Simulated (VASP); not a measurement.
These are r2SCAN meta-GGA, VASP's PBE PAW potentials (set 64) (plane waves; VASP) values and carry that method's errors.

A VASP calculation is set up with these files.

**KPOINTS**
```
Automatic mesh
0
Gamma
18 18 18
0 0 0
```

### INCAR
```
SYSTEM = C
PREC = Accurate
ENCUT = 520
EDIFF = 1E-6
NELM = 100
ALGO = Normal
LREAL = .FALSE.
LASPH = .TRUE.
ISMEAR = 1
SIGMA = 0.1
METAGGA = R2SCAN
LMIXTAU = .TRUE.
LWAVE = .FALSE.
LCHARG = .FALSE.
IBRION = 2
ISIF = 3
NSW = 60
EDIFFG = -0.01
```

**POSCAR**
```
C
1.0
  0.0000000000   1.5435752697   1.5435752697
  1.5435752697   0.0000000000   1.5435752697
  1.5435752697   1.5435752697   0.0000000000
C
1
direct
  0.0000000000   0.0000000000   0.0000000000
```

POTCAR, in this order: C (PBE.64 set). Program: vasp_std.

Output of the run:

File OSZICAR:
```
       N       E                     dE             d eps       ncg     rms          rms(c)
DAV:   1    -0.328765663483E+01   -0.32877E+01   -0.24683E+03  2472   0.668E+02
DAV:   2    -0.626913824859E+01   -0.29815E+01   -0.27441E+01  3036   0.449E+01
DAV:   3    -0.629163419250E+01   -0.22496E-01   -0.22222E-01  2628   0.432E+00
DAV:   4    -0.629165229742E+01   -0.18105E-04   -0.18105E-04  3264   0.114E-01
DAV:   5    -0.629165230679E+01   -0.93646E-08   -0.87783E-08  2640   0.161E-03    0.838E-01
DAV:   6    -0.488835861754E+01    0.14033E+01   -0.28151E-01  2448   0.473E+00    0.677E-01
DAV:   7    -0.509741528626E+01   -0.20906E+00   -0.16821E-01  2346   0.386E+00    0.358E-01
DAV:   8    -0.512802497657E+01   -0.30610E-01   -0.27282E-02  2586   0.146E+00    0.538E-02
DAV:   9    -0.513150786837E+01   -0.34829E-02   -0.25893E-03  2424   0.530E-01    0.415E-02
DAV:  10    -0.513130790326E+01    0.19997E-03   -0.31186E-04  2880   0.186E-01    0.189E-02
DAV:  11    -0.513160081624E+01   -0.29291E-03   -0.94435E-05  2508   0.112E-01    0.409E-03
DAV:  12    -0.513160257984E+01   -0.17636E-05   -0.27079E-06  2784   0.187E-02    0.161E-03
DAV:  13    -0.513160271837E+01   -0.13853E-06   -0.43527E-07  1344   0.707E-03
   1 F= -.51316027E+01 E0= -.51315708E+01  d E =-.513160E+01
       N       E                     dE             d eps       ncg     rms          rms(c)
DAV:   1    -0.513193867840E+01   -0.33610E-03   -0.16887E-02  2340   0.108E+00    0.107E-01
DAV:   2    -0.513180770840E+01    0.13097E-03   -0.49796E-04  2484   0.209E-01    0.560E-02
DAV:   3    -0.513168149652E+01    0.12621E-03   -0.28410E-04  2340   0.190E-01    0.135E-02
DAV:   4    -0.513187767954E+01   -0.19618E-03   -0.13636E-04  2340   0.103E-01    0.241E-03
DAV:   5    -0.513187751960E+01    0.15994E-06   -0.65414E-07  1728   0.101E-02
   2 F= -.51318775E+01 E0= -.51318731E+01  d E =-.274801E-03
       N       E                     dE             d eps       ncg     rms          rms(c)
DAV:   1    -0.513188549996E+01   -0.78204E-05   -0.29778E-04  2340   0.144E-01    0.139E-02
DAV:   2    -0.513188234549E+01    0.31545E-05   -0.60522E-06  2550   0.224E-02    0.742E-03
DAV:   3    -0.513188136731E+01    0.97819E-06   -0.32749E-06  2358   0.199E-02
   3 F= -.51318814E+01 E0= -.51318736E+01  d E =-.278649E-03
```

**OUTCAR**
```
------------------------ aborting loop because EDIFF is reached ----------------------------------------
  FORCE on cell =-STRESS in cart. coord.  units (eV):
  Direction    XX          YY          ZZ          XY          YZ          ZX
  --------------------------------------------------------------------------------------
  Total        0.0046433      0.0046433      0.0046433     -0.0000000      0.0000000      0.0000000
  in kB        1.0029241      1.0029241      1.0029241     -0.0000000      0.0000000      0.0000000
  external PRESSURE =       1.0029241 kB  Pullay stress =       0.0000000 kB
  volume of cell :        7.42
      direct lattice vectors                 reciprocal lattice vectors
    -0.000000000  1.547910813  1.547910813    -0.323016026  0.323016026  0.323016026
     1.547910813 -0.000000000  1.547910813     0.323016026 -0.323016026  0.323016026
     1.547910813  1.547910813  0.000000000     0.323016026  0.323016026 -0.323016026
 POSITION                                       TOTAL-FORCE (eV/Angst)
 -----------------------------------------------------------------------------------
      0.00000      0.00000      0.00000         0.000000      0.000000      0.000000
 -----------------------------------------------------------------------------------
    total drift:                                0.000000      0.000000     -0.000000
  FREE ENERGIE OF THE ION-ELECTRON SYSTEM (eV)
  ---------------------------------------------------
  free  energy   TOTEN  =        -5.1318813673 eV

  energy  without entropy=       -5.1318579900  energy(sigma->0) =       -5.13187357

 reached required accuracy - stopping structural energy minimisation
```
(Selected blocks of OUTCAR.)

### CONTCAR
```
C
   1.00000000000000
    -0.0000000000000000    1.5479108130406647    1.5479108130406647
     1.5479108130406647   -0.0000000000000001    1.5479108130406647
     1.5479108130406647    1.5479108130406647    0.0000000000000000
  C
     1
Direct
     0.0000000000000000    0.0000000000000000    0.0000000000000000
```

The structure was generated: C was put into the fcc type (Fm-3m), which need not be its known phase. This run relaxes it. Symmetry was kept, so distortions that lower it aren't found. The start is the result of an earlier pass.
